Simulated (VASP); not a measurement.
MgSc: single point with LDA

MgSc:

```xyz
2
Lattice="3.5965 0.0000 0.0000 0.0000 3.5965 0.0000 0.0000 0.0000 3.5965" Properties=species:S:1:pos:R:3 pbc="T T T"
Mg    0.0000    0.0000    0.0000
Sc    1.7982    1.7982    1.7982
```

The cell comes from a database or a generator and needn't be the stable form of this composition.

| Item | Value |
| --- | --- |
| Program | VASP 6.6.1 |
| Task | single point |
| Functional | LDA |
| Potentials or basis | VASP PAW LDA potentials, release 64 (Mg, Sc_sv) |
| Cutoff | 520 eV |
| k mesh | 14 × 14 × 14 |
| Occupations | gaussian, width 0.15 eV |
| Spin | no spin polarisation |

```yaml
Pressure: -3.6 GPa
Band_gap_on_the_k_mesh: none (metal or under the smearing width)
```

Levels at points of the mesh, in eV from the Fermi level:
```tsv
k point	band 5	band 6	band 7	band 8	band 9	band 10
(0.00, 0.00, 0.00)	-5.92	-0.13	-0.13	2.33	2.33	2.33
(0.50, 0.00, 0.00)	-3.05	-3.02	0.46	1.23	1.23	2.46
(0.50, 0.50, 0.00)	-2.17	-0.41	-0.25	-0.25	1.54	1.54
(0.50, 0.50, 0.50)	-0.96	-0.96	-0.96	3.01	3.01	3.01
```

Wall time 60 s on 1 thread of Intel(R) Xeon(R) Platinum 8488C (Sapphire Rapids) (shared host), peak memory 0.2 GiB.
